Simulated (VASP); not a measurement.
Level of theory: PBEsol GGA, VASP's PBE PAW potentials (set 64) (plane waves; VASP).

VASP input:

### KPOINTS
```
Automatic mesh
0
Gamma
6 6 3
0 0 0
```

**INCAR**
```
# general
SYSTEM   =  CdS
PREC     =  Accurate
ENCUT    =  530
LREAL    =  .FALSE.
LASPH    =  .TRUE.

# electronic loop
EDIFF    =  1E-7
NELM     =  100
ALGO     =  Normal
LMAXMIX  =  4

# smearing
ISMEAR   =  0
SIGMA    =  0.05

# functional
GGA      =  PS

# ions
IBRION   =  6
NSW      =  1
ISIF     =  3
POTIM    =  0.015
NFREE    =  2

# output
LWAVE    =  .FALSE.
LCHARG   =  .FALSE.
```

### POSCAR
```
CdS
1
    4.1244988075    -0.0000000000     0.0000000000
   -2.0622494038     3.5719206506    -0.0000000000
    0.0000000000     0.0000000000     6.7204484073
Cd S
2 2
Direct
  0.6666670000   0.3333330000   0.9995082001
  0.3333330000   0.6666670000   0.4995082001
  0.6666670000   0.3333330000   0.3754917999
  0.3333330000   0.6666670000   0.8754917999
```

POTCAR, in this order: Cd S (PBE.64 set). Program: vasp_std.

What VASP printed:

File OUTCAR:
```
 ion  position               nearest neighbor table
   1  0.667  0.333  1.000-   4 2.52   4 2.52   4 2.52   3 2.53
   2  0.333  0.667  0.500-   3 2.52   3 2.52   3 2.52   4 2.53
   3  0.667  0.333  0.375-   2 2.52   2 2.52   2 2.52   1 2.53
   4  0.333  0.667  0.875-   1 2.52   1 2.52   1 2.52   2 2.53
  LATTYP: Found a hexagonal cell.
 ALAT       =     4.1244988075
 C/A-ratio  =     1.6293975877
 Subroutine PRICEL returns:
 Original cell was already a primitive cell.
 Subroutine GETGRP returns: Found 12 space group operations
The static configuration has the point symmetry C_3v.
 The point group associated with its full space group is C_6v.
The dynamic configuration has the point symmetry C_3v.
 Subroutine INISYM returns: Found 12 space group operations
 Subroutine IBZKPT returns following result:
 Found     14 irreducible k-points:

 Following reciprocal coordinates:
            Coordinates               Weight
  0.000000  0.000000  0.000000      1.000000
  0.166667 -0.000000  0.000000      6.000000
  0.333333  0.000000  0.000000      6.000000
  0.500000  0.000000  0.000000      3.000000
  0.166667  0.166667  0.000000      6.000000
  0.333333  0.166667  0.000000     12.000000
  0.333333  0.333333  0.000000      2.000000
  0.000000  0.000000  0.333333      2.000000
  0.166667 -0.000000  0.333333     12.000000
  0.333333  0.000000  0.333333     12.000000
  0.500000  0.000000  0.333333      6.000000
  0.166667  0.166667  0.333333     12.000000
  0.333333  0.166667  0.333333     24.000000
  0.333333  0.333333  0.333333      4.000000
 Subroutine IBZKPT_HF returns following result:
   k-points           NKPTS =     14   k-points in BZ     NKDIM =     14   number of bands    NBANDS=     22
   number of dos      NEDOS =    301   number of ions     NIONS =      4
   total plane-waves  NPLWV =  51200
   dimension x,y,z NGX =    32 NGY =   32 NGZ =   50
   dimension x,y,z NGXF=    64 NGYF=   64 NGZF=  100
   ions per type =               2   2
   PREC   = accura    normal or accurate (medium, high low for compatibility)
   ISTART =      0    job   : 0-new  1-cont  2-samecut
   ICHARG =      2    charge: 1-file 2-atom 10-const
   ISPIN  =      1    spin polarized calculation?
   LNONCOLLINEAR =      F non collinear calculations
   LSORBIT =      F    spin-orbit coupling
   INIWAV =      1    electr: 0-lowe 1-rand  2-diag
   ENCUT  =  530.0 eV  38.95 Ry    6.24 a.u.   7.74  7.74 12.62*2*pi/ulx,y,z
   NELM   =    100;   NELMIN=  2; NELMDL= -5     # of ELM steps
   EDIFF  = 0.1E-06   stopping-criterion for ELM
   LREAL  =      F    real-space projection
   NLSPLINE    = F    spline interpolate recip. space projectors
   LMAXMIX     =    4 max onsite mixed and CHGCAR
   VOSKOWN=      0    Vosko Wilk Nusair interpolation
   EDIFFG = 0.1E-05   stopping-criterion for IOM
   NSW    =     85    number of steps for IOM
   NBLOCK =      1;   KBLOCK =     85    inner block; outer block
   IBRION =      6    ionic relax: 0-MD 1-quasi-New 2-CG
   NFREE  =      2    steps in history (QN), initial steepest desc. (CG)
   ISIF   =      3    stress and relaxation
   ISYM   =      2    0-nonsym 1-usesym 2-fastsym
   TEIN   =    0.0    initial temperature
   TEBEG  =    0.0;   TEEND  =   0.0 temperature during run
   SMASS  =  -3.00    Nose mass-parameter (am)
   PSTRESS=    0.0 pullay stress
   NELECT =      36.0000    total number of electrons
   EFERMI =   0.00;   METHOD = LEGACY
   ISMEAR =     0;   SIGMA  =   0.05  broadening in eV -4-tet -1-fermi 0-gaus
   IALGO  =     38    algorithm
   LDIAG  =      T    sub-space diagonalisation (order eigenvalues)
   IMIX   =      4    mixing-type and parameters
     AMIX     =   0.40;   BMIX     =  1.00
     AMIX_MAG =   1.60;   BMIX_MAG =  1.00
     AMIN     =   0.10
...
```

OUTCAR:
```


 TOTAL ELASTIC MODULI (kBar)
 Direction    XX          YY          ZZ          XY          YZ          ZX
 --------------------------------------------------------------------------------
 XX         857.1056    532.5002    459.1924     -0.0000      0.0000      0.0000
 YY         532.5002    857.1055    459.1924     -0.0000     -0.0000     -0.0000
 ZZ         459.1924    459.1924    962.4055     -0.0000      0.0000      0.0000
 XY          -0.0000     -0.0000     -0.0000    162.3027     -0.0000      0.0000
 YZ          -0.0000      0.0000      0.0000     -0.0000    147.4874     -0.0000
 ZX           0.0000     -0.0000      0.0000     -0.0000     -0.0000    147.4874
 --------------------------------------------------------------------------------
```
(Selected blocks of OUTCAR.)

The structure comes from a measured CdS entry (P6_3mc) of the Crystallography Open Database, whose conditions weren't checked. It was relaxed first.
